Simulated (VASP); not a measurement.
Data:

```yaml
crystal:
  lattice:
    - [7.24888, 0.00000, 0.00000]
    - [0.00000, 7.24888, 0.00000]
    - [0.00000, 0.00000, 7.24888]
  atoms:
    - { symbol: B, position: [0.50190, 0.00505, 0.00543] }
    - { symbol: B, position: [0.75646, 0.24882, 0.99966] }
    - { symbol: B, position: [0.75649, 0.99926, 0.24922] }
    - { symbol: B, position: [0.00275, 0.00231, 0.00272] }
    - { symbol: B, position: [0.25544, 0.25156, 0.00542] }
    - { symbol: B, position: [0.49915, 0.50612, 0.99967] }
    - { symbol: B, position: [0.75365, 0.75195, 0.99937] }
    - { symbol: B, position: [0.25544, 0.00505, 0.25194] }
    - { symbol: B, position: [0.75570, 0.50534, 0.23426] }
    - { symbol: B, position: [0.49919, 0.99926, 0.50649] }
    - { symbol: B, position: [0.75572, 0.23389, 0.50574] }
    - { symbol: B, position: [0.75368, 0.99894, 0.75236] }
    - { symbol: B, position: [0.00232, 0.50327, 0.99938] }
    - { symbol: B, position: [0.25270, 0.75238, 0.00275] }
    - { symbol: B, position: [0.00311, 0.25013, 0.25053] }
    - { symbol: B, position: [0.24963, 0.50613, 0.24921] }
    - { symbol: B, position: [0.50050, 0.75274, 0.25052] }
    - { symbol: B, position: [0.00234, 0.99893, 0.50369] }
    - { symbol: B, position: [0.24959, 0.24888, 0.50649] }
    - { symbol: B, position: [0.48421, 0.50537, 0.50576] }
    - { symbol: B, position: [0.75016, 0.74735, 0.50024] }
    - { symbol: B, position: [0.25272, 0.00236, 0.75280] }
    - { symbol: B, position: [0.50052, 0.25016, 0.75313] }
    - { symbol: B, position: [0.75014, 0.49980, 0.74776] }
    - { symbol: B, position: [0.00020, 0.74984, 0.24889] }
    - { symbol: B, position: [0.99772, 0.49980, 0.50023] }
    - { symbol: B, position: [0.24929, 0.75199, 0.50372] }
    - { symbol: B, position: [0.00023, 0.24850, 0.75028] }
    - { symbol: B, position: [0.24928, 0.50335, 0.75237] }
    - { symbol: B, position: [0.49887, 0.74990, 0.75028] }
    - { symbol: B, position: [0.99934, 0.74898, 0.74941] }
    - { symbol: N, position: [0.63722, 0.12524, 0.12564] }
    - { symbol: N, position: [0.88140, 0.37561, 0.12184] }
    - { symbol: N, position: [0.88144, 0.12143, 0.37605] }
    - { symbol: N, position: [0.12932, 0.12727, 0.12767] }
    - { symbol: N, position: [0.37561, 0.38685, 0.12566] }
    - { symbol: N, position: [0.62598, 0.63102, 0.12185] }
    - { symbol: N, position: [0.87885, 0.87483, 0.12523] }
    - { symbol: N, position: [0.37561, 0.12527, 0.38724] }
    - { symbol: N, position: [0.87266, 0.62229, 0.37362] }
    - { symbol: N, position: [0.62602, 0.12142, 0.63142] }
    - { symbol: N, position: [0.87267, 0.37319, 0.62271] }
    - { symbol: N, position: [0.87887, 0.12482, 0.87525] }
    - { symbol: N, position: [0.12519, 0.62849, 0.12524] }
    - { symbol: N, position: [0.37766, 0.87894, 0.12768] }
    - { symbol: N, position: [0.12616, 0.37619, 0.37656] }
    - { symbol: N, position: [0.37178, 0.63109, 0.37607] }
    - { symbol: N, position: [0.62658, 0.87579, 0.37655] }
    - { symbol: N, position: [0.12521, 0.12483, 0.62885] }
    - { symbol: N, position: [0.37177, 0.37567, 0.63144] }
    - { symbol: N, position: [0.62354, 0.62234, 0.62273] }
    - { symbol: N, position: [0.87567, 0.87344, 0.62569] }
    - { symbol: N, position: [0.37768, 0.12730, 0.87932] }
    - { symbol: N, position: [0.62656, 0.37618, 0.87617] }
    - { symbol: N, position: [0.87565, 0.62528, 0.87386] }
    - { symbol: N, position: [0.12596, 0.87561, 0.37708] }
    - { symbol: N, position: [0.12377, 0.62533, 0.62569] }
    - { symbol: N, position: [0.37520, 0.87489, 0.62887] }
    - { symbol: N, position: [0.12599, 0.37669, 0.87603] }
    - { symbol: N, position: [0.37519, 0.62853, 0.87526] }
    - { symbol: N, position: [0.62706, 0.87563, 0.87602] }
    - { symbol: N, position: [0.12673, 0.87637, 0.87675] }
    - { symbol: Si, position: [0.54720, 0.29683, 0.29720] }
```
Cell charge -1.

Method: PBE GGA, VASP's PBE PAW potentials (set 64) (plane waves; VASP). Run with PREC = Normal, LREAL = Auto, ISYM = 0, NELECT = 253.0, 400 eV cut-off, 1×1×1 Γ-centred mesh, Gaussian smearing of 0.050 eV, potentials B N Si. Starting moments (MAGMOM): 63*0.0476. The cell's moment is fixed (NUPDOWN = 3).

At this cut-off the stress carries a Pulay error, which pulls relaxed volumes low. The cell is charged, with a uniform compensating background.  The supercell is sampled at Γ alone, which is coarse: total energies, pressure and levels can be off, energies of defects by several tenths of an eV.

Estimate the cell moment, energy per atom (σ→0), pressure.

```
Item                            Value
---------------------  --------------
cell moment                   3.00 μB
energy per atom (σ→0)  -8.360 eV/atom
pressure                     4.31 GPa
```

Give the moment on each site (PAW-sphere projection).

| site | moment (μB) |
|---|---|
| B1 | 0.01 |
| B2 | 0.01 |
| B3 | 0.01 |
| B4 | 0.01 |
| B5 | 0.01 |
| B6 | 0.01 |
| B7 | 0.02 |
| B8 | 0.01 |
| B9 | 0.21 |
| B10 | 0.01 |
| B11 | 0.21 |
| B12 | 0.02 |
| B13 | 0.02 |
| B14 | 0.01 |
| B15 | 0.01 |
| B16 | 0.01 |
| B17 | 0.01 |
| B18 | 0.02 |
| B19 | 0.01 |
| B20 | 0.21 |
| B21 | 0.01 |
| B22 | 0.01 |
| B23 | 0.01 |
| B24 | 0.01 |
| B25 | 0.01 |
| B26 | 0.01 |
| B27 | 0.02 |
| B28 | 0.01 |
| B29 | 0.02 |
| B30 | 0.01 |
| B31 | 0.01 |
| N32 | 0.03 |
| N33 | 0.03 |
| N34 | 0.03 |
| N35 | 0.00 |
| N36 | 0.03 |
| N37 | 0.03 |
| N38 | 0.00 |
| N39 | 0.03 |
| N40 | 0.00 |
| N41 | 0.03 |
| N42 | 0.00 |
| N43 | 0.00 |
| N44 | 0.00 |
| N45 | 0.00 |
| N46 | 0.01 |
| N47 | 0.03 |
| N48 | 0.01 |
| N49 | 0.00 |
| N50 | 0.03 |
| N51 | 0.00 |
| N52 | 0.00 |
| N53 | 0.00 |
| N54 | 0.01 |
| N55 | 0.00 |
| N56 | 0.03 |
| N57 | 0.00 |
| N58 | 0.00 |
| N59 | 0.03 |
| N60 | 0.00 |
| N61 | 0.03 |
| N62 | 0.02 |
| Si63 | 0.16 |

Only differences to runs with the same potentials and settings are physical.

The cell is a supercell with a defect, built from BN (zinc blende): Si_N-vac_B, charge -1.
